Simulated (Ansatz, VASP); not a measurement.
# ZrC in two plane-wave programs

Wanted: the spread between two codes on one cell, functional and k mesh. The cell is a member of a volume series, scaled by 0.96 from a relaxed one, so a pressure remains.

Program: Ansatz 0.2.0. Level of theory: plane waves, with VASP 6.6.1 beside it; single point at PBEsol. Results are calculated unless marked as measured.

### 1. Set-up

The structure is cubic, space group Fm-3m (No. 225). Conventional cell: a = 4.608 Å, b = 4.608 Å, c = 4.608 Å, α = 90.00°, β = 90.00°, γ = 90.00°. Nearest to Zr lie 6 C at 2.30 Å. Nearest to C lie 6 Zr at 2.30 Å. Farther neighbours are not listed.

As a file:

```cif
data_structure
_symmetry_space_group_name_H-M 'P 1'
_symmetry_Int_Tables_number 1
_cell_length_a 3.2585
_cell_length_b 3.2585
_cell_length_c 3.2585
_cell_angle_alpha 60.000
_cell_angle_beta 60.000
_cell_angle_gamma 60.000
_cell_volume 24.47
loop_
_atom_site_label
_atom_site_type_symbol
_atom_site_fract_x
_atom_site_fract_y
_atom_site_fract_z
_atom_site_occupancy
Zr1 Zr 0.50000 0.50000 0.50000 1
C2 C 0.00000 0.00000 0.00000 1
```

### 2. VASP: single point, PBEsol, volume scaled by 0.96

A single point gives forces, pressure and levels at one fixed geometry, so differences don't come from the geometry; what else differs is listed under the comparison.

Lines of VASP's logs that name or quote its potential files are left out, and so is its time.

Contents of INCAR:

```
SYSTEM = ZrC
PREC = Accurate
ENCUT = 520
EDIFF = 1E-06
NELM = 100
ISMEAR = 0
SIGMA = 0.05
LREAL = .FALSE.
ALGO = Normal
GGA = PS
NBANDS = 14
LASPH = .TRUE.
LORBIT = 11
LWAVE = .FALSE.
LCHARG = .FALSE.
KPAR = 2
ISIF = 2
```

Contents of POSCAR:

```
ZrC
1.0
    0.0000000000      2.3041360130      2.3041360130
    2.3041360130      0.0000000000      2.3041360130
    2.3041360130      2.3041360130      0.0000000000
Zr C
1 1
Direct
    0.5000000000      0.5000000000      0.5000000000
    0.0000000000      0.0000000000      0.0000000000
```

Contents of KPOINTS:

```
Automatic mesh
0
Gamma
8 8 8
0 0 0
```

PAW data sets: Zr_sv and C (PBE family, release 64).

The run is started by

```console
> mpirun -np 2 vasp_std
```

Numbers of over 12 decimals in the logs are rounded to 6 here.

What it wrote:

```text
[banner, memory and clock lines left out]
running    2 mpi-ranks, on    1 nodes
 distrk:  each k-point on    1 cores,    2 groups
 distr:  one band on    1 cores,    1 groups

 POSCAR found type information on POSCAR ZrC
 POSCAR found :  2 types and       2 ions
|                                                                             |
|               ----> ADVICE to this user running VASP <----                  |
|                                                                             |
|     You enforced a specific xc type in the INCAR file but a different       |
|     [... a line on the potential file left out ...]
|     I HOPE YOU KNOW WHAT YOU ARE DOING!                                     |
|                                                                             |

 LDA part: xc-table for (Slater+PW92), standard interpolation
 POSCAR, INCAR and KPOINTS ok, starting setup
 FFT: planning ... GRIDC
 FFT: planning ... GRID_SOFT
 FFT: planning ... GRID
 WAVECAR not read
 entering main loop
       N       E                     dE             d eps       ncg     rms          rms(c)
DAV:   1     0.983185815643E+02    0.98319E+02   -0.88444E+03   812   0.117E+03
DAV:   2    -0.175306411010E+02   -0.11585E+03   -0.10872E+03  1024   0.295E+02
DAV:   3    -0.234455257320E+02   -0.59149E+01   -0.58671E+01  1286   0.594E+01
DAV:   4    -0.236946618775E+02   -0.24914E+00   -0.24904E+00  1016   0.727E+00
DAV:   5    -0.236973055584E+02   -0.26437E-02   -0.26437E-02  1082   0.798E-01    0.235E+01
DAV:   6    -0.206407023209E+02    0.30566E+01   -0.67316E+00   946   0.234E+01    0.896E+00
DAV:   7    -0.205558092553E+02    0.84893E-01   -0.42734E-01   932   0.556E+00    0.723E+00
DAV:   8    -0.205551856323E+02    0.62362E-03   -0.21909E-01   986   0.369E+00    0.393E+00
DAV:   9    -0.205372067382E+02    0.17979E-01   -0.49264E-02   902   0.157E+00    0.382E-01
DAV:  10    -0.205377158167E+02   -0.50908E-03   -0.22618E-03  1094   0.498E-01    0.537E-01
DAV:  11    -0.205374114001E+02    0.30442E-03   -0.92279E-04   902   0.249E-01    0.457E-02
DAV:  12    -0.205374088026E+02    0.25975E-05   -0.18252E-05  1024   0.309E-02    0.770E-03
DAV:  13    -0.205374084347E+02    0.36789E-06   -0.61368E-07   652   0.660E-03
   1 F= -.20537408E+02 E0= -.20536898E+02  d E =-.102071E-02
```

Parts of OUTCAR (step 2):

```text
ion  position               nearest neighbor table
   1  0.500  0.500  0.500-   2 2.30   2 2.30   2 2.30   2 2.30   2 2.30   2 2.30
   2  0.000  0.000  0.000-   1 2.30   1 2.30   1 2.30   1 2.30   1 2.30   1 2.30

  LATTYP: Found a face centered cubic cell.
 ALAT       =     4.6082720260

 Subroutine GETGRP returns: Found 48 space group operations
 (whereof 48 operations were pure point group operations)

The static configuration has the point symmetry O_h .

 Found     29 irreducible k-points:

   k-points           NKPTS =     29   k-points in BZ     NKDIM =     29   number of bands    NBANDS=     14

   dimension x,y,z NGX =    24 NGY =   24 NGZ =   24
   dimension x,y,z NGXF=    48 NGYF=   48 NGZF=   48

   ENCUT  =  520.0 eV  38.22 Ry    6.18 a.u.   6.06  6.06  6.06*2*pi/ulx,y,z

   NELECT =      16.0000    total number of electrons

 k-points in reciprocal lattice and weights: Automatic mesh
   0.00000000  0.00000000  0.00000000       0.002
   0.12500000  0.00000000  0.00000000       0.016
   0.25000000  0.00000000  0.00000000       0.016
   0.37500000  0.00000000  0.00000000       0.016
   0.50000000  0.00000000  0.00000000       0.008
   0.12500000  0.12500000  0.00000000       0.012
   0.25000000  0.12500000  0.00000000       0.047
   0.37500000  0.12500000  0.00000000       0.047
   0.50000000  0.12500000  0.00000000       0.047
[...]
-0.37500000  0.50000000  0.12500000       0.023
  -0.25000000  0.50000000  0.25000000       0.012

 average (electrostatic) potential at core
       1 -72.0304       2 -43.5086

 E-fermi :  10.1210

 k-point     1 :       0.0000    0.0000    0.0000
  band No.  band energies     occupation
      1     -37.5598      2.00000
      2     -15.2553      2.00000
      3     -15.2553      2.00000
      4     -15.2553      2.00000
      5      -1.2904      2.00000
      6      11.1610      0.00000
      7      11.1610      0.00000
      8      11.1610      0.00000
      9      11.2627      0.00000
     10      11.2627      0.00000
    ...

 k-point     2 :       0.1250    0.0000    0.0000
  band No.  band energies     occupation
    ...
      4     -15.2696      2.00000
      5      -0.9018      2.00000
      6       9.3721      2.00000
      7       9.7481      2.00000
      8       9.7481      2.00000
      9      11.8095      0.00000
     10      11.8095      0.00000
     11      12.3158      0.00000
     12      14.8250      0.00000
     13      14.8250      0.00000
    ...

 k-point     3 :       0.2500    0.0000    0.0000
  band No.  band energies     occupation
    ...
      4     -15.3038      2.00000
      5       0.1055      2.00000
      6       7.3323      2.00000
      7       8.2902      2.00000
      8       8.2902      2.00000
      9      12.8627      0.00000
     10      12.8627      0.00000
     11      13.0928      0.00000
     12      17.4252      0.00000
     13      17.4252      0.00000
    ...

  Total        1.5970185      1.5970185      1.5970185      0.0000000      0.0000000     -0.0000000
  in kB      104.5842291    104.5842291    104.5842291      0.0000000      0.0000000     -0.0000000
  external PRESSURE =     104.5842291 kB  Pullay stress =       0.0000000 kB

  energy-cutoff  :      520.00
  volume of cell :       24.47
      direct lattice vectors                 reciprocal lattice vectors
     0.000000000  2.304136013  2.304136013    -0.217001079  0.217001079  0.217001079
     2.304136013  0.000000000  2.304136013     0.217001079 -0.217001079  0.217001079
     2.304136013  2.304136013  0.000000000     0.217001079  0.217001079 -0.217001079

 POSITION                                       TOTAL-FORCE (eV/Angst)
 -----------------------------------------------------------------------------------
      2.30414      2.30414      2.30414         0.000000      0.000000      0.000000
      0.00000      0.00000      0.00000        -0.000000     -0.000000     -0.000000
 -----------------------------------------------------------------------------------
    total drift:                                0.000000     -0.000000      0.000000

  FREE ENERGIE OF THE ION-ELECTRON SYSTEM (eV)
  ---------------------------------------------------
  free  energy   TOTEN  =       -20.5374084347 eV

  energy  without entropy=      -20.5363877296  energy(sigma->0) =      -20.53689808

 total charge
# of ion       s       p       d       tot
------------------------------------------
    1        2.188   6.057   1.725   9.970
    2        0.888   1.494   0.000   2.383
--------------------------------------------------
tot          3.077   7.551   1.725  12.353

[... 3 further parts left out ...]
```

The scan keeps the cell's shape and the fractional positions fixed.

### 3. Ansatz: single point, PBEsol, volume scaled by 0.96

Ansatz runs on its default PAW (the set named soft_2) files.

The same cell, functional, mesh and smearing now go to Ansatz, which takes its cutoff from its data sets.

Contents of input.yaml:

```yaml
crystal:
  lattice:
    - [0.0, 2.304136013, 2.304136013]
    - [2.304136013, 0.0, 2.304136013]
    - [2.304136013, 2.304136013, 0.0]
  atoms:
    - { symbol: Zr, position: [0.5, 0.5, 0.5] }
    - { symbol: C, position: [0.0, 0.0, 0.0] }
hamiltonian:
  xc: pbesol
  pseudopotentials: { kind: paw }
kpoints:
  mp_grid: { grid: [8, 8, 8] }
scf:
  occupations: { method: gaussian, width: 0.05 }
  n_extra_bands: 4
output:
  forces: true
  stress: true
  eigenvalues: true
  write_density: true
  write_potential: true
  elf: true
  volumetric_format: npy
```

The run is started by

```console
> ansatz run input.yaml --threads 2 --pin off --max-ram 4608MiB --backend cpu --events-out ev --progress --plain --runs-dir out
```

What it wrote:

```text
scf.n_extra_bands = 4 over 8 filled bands (N_el = 16.0): the run solves 12 bands
Engine: ansatz 0.2.0, aarch64-unknown-linux-gnu
Pseudopotentials: kind: paw
Pseudopotential: Zr, paw, valence charge 12, recommended cutoff 420 eV (normal), Zr.paw.azcp
Pseudopotential: C, paw, valence charge 4, recommended cutoff 420 eV (normal), C.paw.azcp
Functional definition: PBEsol
  exchange = pbesol_x
  correlation = pbesol_c
Crystal: 2 atoms, lattice volume = 24.466 Å³
Basis set: ecut = 420 eV, 531 PW (Γ), exchange–correlation on 48×48×48 points (8 copies of the dense FFT grid, shifted against one another)
Bands: 12, of which v1, the nominal top of the filled ones, is band 8 counted from 1 (7 counted from 0)
Symmetry: 48 space group operations
Space group: Fm-3m (ITA 225), of the structure as read, at distance tolerance 2.9e-5 Å
k-points: 29 of 512
Non-local potential: Zr, projectors of the file, l = 0: 3, l = 1: 2, l = 2: 2, l = 3: 2
Non-local potential: C, projectors of the file, l = 0: 2, l = 1: 2, l = 2: 1
PAW form: soft (Blöchl's): semilocal exchange-correlation on the pseudo side does not see the compensation charge
PAW frozen core: Zr, regenerated for the run's functional, and the local potential with it (the file was generated under x = pbe(κ = 0.804, μ = 0.219515), c = pbe(β = 0.066725))
PAW frozen core: C, regenerated for the run's functional, and the local potential with it (the file was generated under x = pbe(κ = 0.804, μ = 0.219515), c = pbe(β = 0.066725))
PAW one-centre angular grid: Zr, 590 points (default); XC on 64 Gauss nodes
PAW one-centre angular grid: C, 110 points (default); XC on 64 Gauss nodes
Initial density: superposition of atomic densities (neutral atoms: chi_scale 0, normalization atom), corrected by the library's trained network
Initial wavefunctions: pseudopotential atomic-orbital guess
Functional: x = pbesol(κ = 0.804, μ = 0.123457), c = pbesol(β = 0.046)
SCF iter   1: F=—  HF=-4377.147441 eV  |F-HF|=—  |Δ(HF+E_count)|=         —  Δρ=9.51e-3  dr2=2.80e-2  ethr=1.77e-3  ⟨swp⟩=5.0  Hψ=1752  notcnv=0
preconditioner: auto → none  [insulator: Δε(μ)=0.255 eV  Ē_g=18.204 eV  σ=0.050 eV  W_gap=0.71  n_scr=8 (ndim 8)  ℏωp=28.1 eV  f_vac=0.000  D(μ)=0.84/eV (n_scr^D=8)  ε∞_Penn≈3.4]
SCF iter   2: F=—  HF=-4377.141162 eV  |F-HF|=—  |Δ(HF+E_count)|=   6.28e-3  Δρ=2.93e-3  dr2=2.80e-3  ethr=1.75e-4  ⟨swp⟩=1.7  Hψ=617  notcnv=0
SCF iter   3: F=—  HF=-4377.140568 eV  |F-HF|=—  |Δ(HF+E_count)|=   5.94e-4  Δρ=4.49e-4  dr2=3.47e-5  ethr=1.75e-5  ⟨swp⟩=2.0  Hψ=434  notcnv=0
SCF iter   4: F=—  HF=-4377.140566 eV  |F-HF|=—  |Δ(HF+E_count)|=   2.02e-6  Δρ=9.75e-5  dr2=1.31e-6  ethr=2.17e-7  ⟨swp⟩=2.3  Hψ=465  notcnv=0
iter 5 did not close the SCF: its close was put off for the readings that it lacked (scf_convergence_deferred on its scf_iter line)
SCF iter   5: F=-4377.140567 eV  HF=-4377.140567 eV  |F-HF|=9.55e-11  |Δ(HF+E_count)|=   2.46e-7  Δρ=4.96e-6  dr2=2.55e-9  ethr=8.16e-9  ⟨swp⟩=2.4  Hψ=482  notcnv=0
SCF iter   6: F=-4377.140567 eV  HF=-4377.140567 eV  |F-HF|=3.18e-11  |Δ(HF+E_count)|=   1.71e-9  Δρ=6.82e-7  dr2=6.05e-11  ethr=1.59e-11  ⟨swp⟩=5.1  Hψ=1789  notcnv=0
SCF 1 converged in 6 iterations: F = -4377.140567 eV  dr2 = 6.05e-11
  greatest PAW one-centre occupation: 0.996 electrons in one spin orbital (limit 2), on the Zr atom at site 0 (counted from 0), in its partial waves of l = 0
SCF converged after 6 iterations
Free energy (F): -4377.140567 eV
Harris-Foulkes:  -4377.140567 eV  (|F-HF|=3.18e-11)
Internal energy: -4377.139548 eV  (E = F + TS)
E sigma→0 (E₀):  -4377.140057 eV
Entropy (-TS):   -0.001019 eV (-0.509 meV/atom)
Fermi energy:    15.694716 eV
--- Per-component energies (eV) ---
  E_band       = -32.667110
  E_kinetic    = 426.144563
  E_local      = -564.932523  (includes V_loc(G=0)·N_el)
  E_nonlocal   = 106.443507
  E_hartree    = 170.123654
  E_xc         = -211.068402
  E_vxc        = -253.507509  (∫ρ·V_xc dr)
  E_paw        = -2994.471296  (= ΣΔE_a)
  E_vpaw       = -87.062438  (= ΣTr[D̂ρ^β])
  E_aug_tail   = 0.000030  (compensation charges beyond the density's cutoff)
  E_ewald      = -1309.565899
  E_core_change = 0.186821  (= ΣΔE_core)
  E_smearing   = -0.001019  (= −TS)
  E_closure    = 0.000000  (closes the sum)
  Σ components = -4377.140567   (vs F -4377.140567, Δ=0.00e0)
--- Forces (eV/Å), atoms counted from 1 ---
  atom   1  Zr     0.00000000    -0.00000000     0.00000000
  atom   2  C     -0.00000000     0.00000000     0.00000000
  max |Σ_I F_I| component: 4.28e-29 eV/Å
--- Stress (GPa, compression-positive) ---
       10.035147       0.000000       0.000000
        0.000000      10.035147      -0.000000
       -0.000000       0.000000      10.035147
  P = ⅓ Tr σ = 10.0351 GPa (100.351 kbar)
--- Band table (eV; the first three rows and the last of 29) ---
  k-point 0: bands = [... 4 lower, 4.2788, 16.7335, 16.7335, 16.7335, 16.8375, 16.8375, 16.8375, 18.7412]
  k-point 1: bands = [... 4 lower, 4.6681, 14.9462, 15.3219, 15.3219, 17.3838, 17.3838, 17.8895, 20.3969]
  k-point 2: bands = [... 4 lower, 5.6768, 12.9063, 13.8637, 13.8637, 18.4359, 18.4359, 18.6662, 22.9944]
  k-point 28: bands = [... 4 lower, 6.2172, 12.9756, 13.3893, 13.3893, 19.2131, 19.2131, 21.8891, 23.3577]
```

Run time: 1.2 s. Hardware: 2 threads of Arm Neoverse N1, shared host; peak memory 0.26 GiB.

The column dr2 measures how far the density is from self-consistency, as an energy; F and HF (Harris–Foulkes) agree once it is small.

The run ends at a pressure of 10.04 GPa.

### 4. Differences

Known differences besides the potentials themselves: the cutoff is 420 eV in Ansatz and 520 eV in VASP; Ansatz makes its cores anew for this functional, VASP keeps those of its PBE data sets. Total energies have different zeros and are not compared.

Compared:

| quantity | Ansatz | VASP | difference |
| --- | --- | --- | --- |
| pressure (GPa) | 10.04 | 10.46 | -0.42 |
| pressure without Ansatz's Pulay correction (GPa) | 9.83 | 10.46 | -0.63 |

Ansatz's pressure holds a Pulay correction of 0.21 GPa; VASP's holds none.

### 5. Results

| Property | Result |
| --- | --- |
| difference in pressure (single point, PBEsol, volume scaled by 0.96) | -0.42 GPa |

**Reading.** The difference in pressure is -0.42 GPa (single point, PBEsol, volume scaled by 0.96), within the 1 GPa picked in this series as the mark of a large difference. Such differences can come from data sets, numerical settings and the points named under the comparisons, not from the functional's error against experiment.

[Lines on the potential files, build, host, timing and source positions are cut from VASP's logs without a mark.]

[Logs are printed without paths, hosts, clocks, repeated set-up lines and the standing remarks that a program may print on its own settings, such as how far it seeks lower states.]

[Hosts, paths, dates, database ids (printed as entryN), source tags and the programs' standing remarks are cut or masked in the printed files.]
